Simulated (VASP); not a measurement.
HfTi2S5:

```
CELL_PARAMETERS angstrom
4.88090 0.00000 0.00000
-2.44045 4.22699 0.00000
0.00000 0.00000 8.70791
ATOMIC_POSITIONS crystal
Hf 0.00000 0.00000 0.00000
Ti 0.00000 0.00000 0.70904
Ti 0.00000 0.00000 0.29096
S 0.33333 0.66667 0.50000
S 0.66667 0.33333 0.50000
S 0.00000 0.00000 0.50000
S 0.33333 0.66667 0.00000
S 0.66667 0.33333 0.00000
```

The cell was built by a generator and needn't be a form met in nature.

```yaml
Program: VASP 6.6.1
Task: relaxation of cell and atoms
Functional: PBE
Potentials_or_basis: VASP PAW PBE potentials, release 64 (Hf_pv, Ti_sv, S)
Cutoff: 520 eV
k_mesh: 3 × 3 × 2
Occupations: gaussian, width 0.15 eV
Spin: no spin polarisation
```

At the start: pressure 7.6 GPa; volume 22.46 Å³/atom.

**Question.** How do energy, volume and symmetry change on relaxing?

**Answer.** Over 11 steps the energy falls by 385.8 meV/atom and the volume is 23.10 Å³/atom (+2.8 %); space group P6/mmm (No. 191, to 0.05 Å).

Step by step:
| step | energy change (eV) | largest force (eV/Å) | pressure (GPa) | volume (Å³) |
| --- | --- | --- | --- | --- |
| 1 | 0.0000 | 8.8865 | 7.60 | 179.66 |
| 2 | -1.3578 | 1.5777 | -5.50 | 204.46 |
| 3 | -2.7978 | 1.1216 | -2.54 | 191.37 |
| 4 | -2.8036 | 1.0592 | -2.31 | 191.09 |
| 5 | -2.8070 | 0.9146 | -2.08 | 190.60 |
| 6 | -3.0266 | 0.6684 | -0.27 | 183.57 |
| 7 | -3.0413 | 0.5707 | 0.54 | 181.41 |
| 8 | -3.0707 | 0.3023 | 0.34 | 182.77 |
| 9 | -3.0823 | 0.1203 | 0.22 | 183.79 |
| 10 | -3.0828 | 0.1977 | 0.09 | 185.85 |
| 11 | -3.0864 | 0.0053 | 0.06 | 184.78 |

Final structure:
```
Hf Ti S
1.0
     4.66722    0.00000    0.00000
    -2.33361    4.04193    0.00000
     0.00000    0.00000    9.79488
Hf Ti S
1 2 5
Direct
  0.00000 0.00000 0.00000
  0.00000 0.00000 0.72318
  0.00000 0.00000 0.27682
  0.33333 0.66667 0.50000
  0.66667 0.33333 0.50000
  0.00000 0.00000 0.50000
  0.33333 0.66667 0.00000
  0.66667 0.33333 0.00000
```

Caveat: the k mesh is coarse (spacing up to 0.50 Å⁻¹), so the values aren't converged; the relaxation stopped at a loose force limit of 0.08 eV/Å, so its end isn't a converged minimum.
